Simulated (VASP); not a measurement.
Given:

```
CELL_PARAMETERS angstrom
      0.00000     2.01500     2.01500
      2.01500     0.00000     2.01500
      2.01500     2.01500     0.00000
ATOMIC_POSITIONS crystal
  Li 0.00000 0.00000 0.00000
  F  0.50000 0.50000 0.50000
```

Method: G0W0 on PBE orbitals, VASP's PBE PAW potentials (set 64) (plane waves; VASP 6.6.1). Run with PREC = Normal, 500 eV cut-off, 4×4×4 Γ-centred mesh, Gaussian smearing of 0.010 eV, potentials Li_sv_GW F_GW_new.

The mesh is coarse and the basis finite, so the quasiparticle values are not converged.

NBANDS = 64, ENCUTGW = 150 eV, NOMEGA = 64. The PBE levels (eV) that the step starts from are:

```tsv
state	KS energy	filling
k1 (0.00, 0.00, 0.00), band 2	-20.97	2
k1 (0.00, 0.00, 0.00), band 3	-1.01	2
k1 (0.00, 0.00, 0.00), band 4	-1.01	2
k1 (0.00, 0.00, 0.00), band 5	-1.01	2
k1 (0.00, 0.00, 0.00), band 6	8.03	0
k1 (0.00, 0.00, 0.00), band 7	22.91	0
k1 (0.00, 0.00, 0.00), band 8	22.91	0
k1 (0.00, 0.00, 0.00), band 9	22.91	0
k2 (0.25, 0.00, 0.00), band 2	-20.76	2
k2 (0.25, 0.00, 0.00), band 3	-2.38	2
k2 (0.25, 0.00, 0.00), band 4	-1.13	2
k2 (0.25, 0.00, 0.00), band 5	-1.13	2
k2 (0.25, 0.00, 0.00), band 6	9.30	0
k2 (0.25, 0.00, 0.00), band 7	16.91	0
k2 (0.25, 0.00, 0.00), band 8	19.51	0
k2 (0.25, 0.00, 0.00), band 9	19.51	0
k4 (0.25, 0.25, 0.00), band 2	-20.67	2
k4 (0.25, 0.25, 0.00), band 3	-2.44	2
k4 (0.25, 0.25, 0.00), band 4	-1.52	2
k4 (0.25, 0.25, 0.00), band 5	-1.52	2
k4 (0.25, 0.25, 0.00), band 6	10.37	0
k4 (0.25, 0.25, 0.00), band 7	17.73	0
k4 (0.25, 0.25, 0.00), band 8	18.69	0
k4 (0.25, 0.25, 0.00), band 9	19.58	0
```

### Question
Give the quasiparticle energies and renormalisation factors Z.

### Answer

```tsv
state	QP energy (eV)	Z
k1 (0.00, 0.00, 0.00), band 2	-25.25	0.79
k1 (0.00, 0.00, 0.00), band 3	-3.67	0.81
k1 (0.00, 0.00, 0.00), band 4	-3.67	0.81
k1 (0.00, 0.00, 0.00), band 5	-3.67	0.81
k1 (0.00, 0.00, 0.00), band 6	9.63	0.88
k1 (0.00, 0.00, 0.00), band 7	25.17	0.85
k1 (0.00, 0.00, 0.00), band 8	25.17	0.85
k1 (0.00, 0.00, 0.00), band 9	25.17	0.85
k2 (0.25, 0.00, 0.00), band 2	-24.91	0.78
k2 (0.25, 0.00, 0.00), band 3	-5.31	0.81
k2 (0.25, 0.00, 0.00), band 4	-3.81	0.81
k2 (0.25, 0.00, 0.00), band 5	-3.81	0.81
k2 (0.25, 0.00, 0.00), band 6	11.04	0.88
k2 (0.25, 0.00, 0.00), band 7	18.83	0.86
k2 (0.25, 0.00, 0.00), band 8	21.55	0.87
k2 (0.25, 0.00, 0.00), band 9	21.55	0.87
k4 (0.25, 0.25, 0.00), band 2	-24.77	0.77
k4 (0.25, 0.25, 0.00), band 3	-5.36	0.81
k4 (0.25, 0.25, 0.00), band 4	-4.28	0.81
k4 (0.25, 0.25, 0.00), band 5	-4.28	0.81
k4 (0.25, 0.25, 0.00), band 6	12.31	0.87
k4 (0.25, 0.25, 0.00), band 7	19.10	0.87
k4 (0.25, 0.25, 0.00), band 8	20.66	0.87
k4 (0.25, 0.25, 0.00), band 9	21.78	0.86
```
On the mesh the gap opens from 9.05 to 13.30 eV.

The compound is LiF in the rock salt structure. The cell was not relaxed at this level. The k-mesh is coarse (spacing up to 0.68 per Å, 2π included), so the numbers may not be converged in it.
